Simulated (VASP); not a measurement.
Write the native input for VASP 6.6.1 that does the following.

| Item | Value |
| --- | --- |
| Task | density of states |
| Functional | PBE |
| Potentials or basis | VASP PAW PBE potentials, release 64 (Hf_pv, Te, Se) |
| Cutoff | 520 eV |
| k mesh | 8 × 8 × 4 |
| Occupations | gaussian, width 0.1 eV |
| Spin | no spin polarisation |
| k mesh for the DOS | 12 × 12 × 6 |
| Occupations for the DOS | tetrahedron |
| Further INCAR settings | ALGO = Normal; EDIFF = 1e-06 |

The system is HfTeSe5.

```
Hf Te Se
1.0
     4.09117    0.00000    0.00000
     0.00000    4.09117    0.00000
     0.00000    0.00000   11.91329
Hf Te Se
1 1 5
Direct
  0.00000 0.00000 0.50000
  0.50000 0.50000 0.00000
  0.00000 0.50000 0.34342
  0.00000 0.50000 0.65658
  0.50000 0.00000 0.34342
  0.50000 0.00000 0.65658
  0.00000 0.00000 0.00000
```

The cell was built by a generator and needn't be a form met in nature.

The input as run:

POSCAR

```
HfTeSe5
1.0
    4.0911700000      0.0000000000      0.0000000000
    0.0000000000      4.0911700000      0.0000000000
    0.0000000000      0.0000000000     11.9132900000
Hf Te Se
1 1 5
Direct
    0.0000000000      0.0000000000      0.5000000000
    0.5000000000      0.5000000000      0.0000000000
    0.0000000000      0.5000000000      0.3434220000
    0.0000000000      0.5000000000      0.6565780000
    0.5000000000      0.0000000000      0.3434220000
    0.5000000000      0.0000000000      0.6565780000
    0.0000000000      0.0000000000      0.0000000000
```

INCAR.step1

```
SYSTEM = HfTeSe5
  ALGO = Normal
  EDIFF = 1E-6
  ENCUT = 520
  GGA = PE
  ISIF = 2
  ISMEAR = 0
  KPAR = 4
  LASPH = .TRUE.
  LCHARG = .TRUE.
  LMAXMIX = 4
  LREAL = .FALSE.
  LWAVE = .FALSE.
  NELM = 80
  PREC = Accurate
  SIGMA = 0.1
```

KPOINTS.step1

```
k-points
0
G
  8 8 4
  0 0 0
```

INCAR.step2

```
SYSTEM = HfTeSe5
  ALGO = Normal
  EDIFF = 1E-6
  ENCUT = 520
  GGA = PE
  ICHARG = 11
  ISIF = 2
  ISMEAR = -5
  KPAR = 4
  LASPH = .TRUE.
  LCHARG = .FALSE.
  LMAXMIX = 4
  LORBIT = 11
  LREAL = .FALSE.
  LWAVE = .FALSE.
  NEDOS = 1001
  NELM = 80
  PREC = Accurate
  SIGMA = 0.1
```

KPOINTS.step2

```
k-points
0
G
  12 12 6
  0 0 0
```

Potentials or basis: VASP PAW PBE potentials, release 64 (Hf_pv, Te, Se).

The run is started by

```console
$ cat potpaw_PBE.64/Hf_pv/POTCAR potpaw_PBE.64/Te/POTCAR potpaw_PBE.64/Se/POTCAR > POTCAR
$ cp INCAR.step1 INCAR
$ cp KPOINTS.step1 KPOINTS
$ mpirun -np 4 vasp_std > vasp.out
$ cp INCAR.step2 INCAR
$ cp KPOINTS.step2 KPOINTS
$ mpirun -np 4 vasp_std > vasp.out
```

Results of the run:

The valence electrons inside the program's atomic spheres are Hf 8.19; Te 3.21; Se 3.77, 3.67.

Caveat: the bands computed are all filled at some k points, so no gap is given.

Run time: 2.7 min on 4 MPI ranks on Intel(R) Xeon(R) 6975P-C (Granite Rapids) (shared host), peak memory 0.69 GiB a rank.
